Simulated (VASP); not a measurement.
Input:

```yaml
crystal:
  lattice:
    - [0.00000, 1.99055, 1.99055]
    - [1.99055, 0.00000, 1.99055]
    - [1.99055, 1.99055, 0.00000]
  atoms:
    - { symbol: Al, position: [0.00000, 0.00000, 0.00000] }
```

Calculation: PBEsol GGA, VASP's PBE PAW potentials (set 64) (plane waves; VASP). Run with 480 eV cut-off, 14×14×14 Γ-centred mesh, first-order Methfessel-Paxton smearing of 0.10 eV, potentials Al.

Task: Estimate the energy per atom (σ→0), pressure, band gap (on the k-mesh) with the smallest direct gap where there is one.

Result: 
- band gap (on the k-mesh) = none (metal, semimetal or under 0.01 eV)
- energy per atom (σ→0) = -4.083 eV/atom
- pressure = 20.0 kbar

The absolute energy has meaning only against runs of the same code, potentials and settings.

The compound is Al in the fcc structure. It was relaxed first under an external pressure of 2 GPa.
